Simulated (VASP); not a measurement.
Write the native input for VASP 6.6.1 that does the following.

```yaml
Task: single point
Functional: PBE
Potentials_or_basis: VASP PAW PBE potentials, release 64 (Nb_sv, V_sv, O)
Cutoff: 520 eV
k_mesh: 9 × 9 × 9
Occupations: gaussian, width 0.1 eV
Spin: collinear spin, typed start
Starting_moments: "[0.0, 2.0, 0.0, 0.0] μB"
Dipole_correction: no
Further_INCAR_settings: ALGO = Normal; EDIFF = 1e-07; NBANDS = 31
```

The structure of NbVO2 lies in POSCAR:

```
NbVO2
1.0
    1.4675251616      0.8472760471      4.7929171074
   -1.4675251616      0.8472760471      4.7929171074
    0.0000000000     -1.6945520942      4.7929171074
Nb V O
1 1 2
Direct
    0.5000000000      0.5000000000      0.5000000000
    0.0000000000      0.0000000000      0.0000000000
    0.2500000000      0.2500000000      0.2500000000
    0.7500000000      0.7500000000      0.7500000000
```

The cell comes from a database or a generator and needn't be the stable form of this composition.

These files were run (other wordings do the same):

INCAR

```
ALGO = Normal ; EDIFF = 1E-7
ENCUT = 520 ; GGA = PE
ISIF = 2 ; ISMEAR = 0
ISPIN = 2 ; LASPH = True
LCHARG = False ; LMAXMIX = 4
LORBIT = 11 ; LREAL = False
LWAVE = False ; MAGMOM = 0 2 0 0
NBANDS = 31 ; NELM = 150
PREC = Accurate ; SIGMA = 0.1
```

KPOINTS

```
k-points
0
Gamma
  9 9 9
```

Potentials or basis: VASP PAW PBE potentials, release 64 (Nb_sv, V_sv, O).

The run is started by

```bash
$ cat potpaw_PBE.64/Nb_sv/POTCAR potpaw_PBE.64/V_sv/POTCAR potpaw_PBE.64/O/POTCAR > POTCAR
$ mpirun -np 1 vasp_std > vasp.out
```

It gave:

* Pressure: 49.8 GPa
* Largest force: 2.920 eV/Å
* Band gap on the k mesh: none (metal or under the smearing width)
* Net moment: 1.35 μB per cell
* Site moments: Nb -0.10; V +1.35; O +0.02 μB
* Valence electrons inside the program's atomic spheres: Nb 10.93; V 11.70; O 5.14

Caveat: a pressure of tens of GPa on the cell as given is suspect, and the run, the potentials or the cell itself is likely at fault; semilocal functionals often make such compounds metallic where correlation or magnetic order opens a gap, which also shifts bond lengths; forces of over 1 eV/Å show positions far from the minimum, so gaps and moduli don't describe the material at rest.

It took 7.8 min on 1 thread of Intel(R) Xeon(R) Platinum 8488C (Sapphire Rapids) (shared host), peak memory 0.39 GiB.
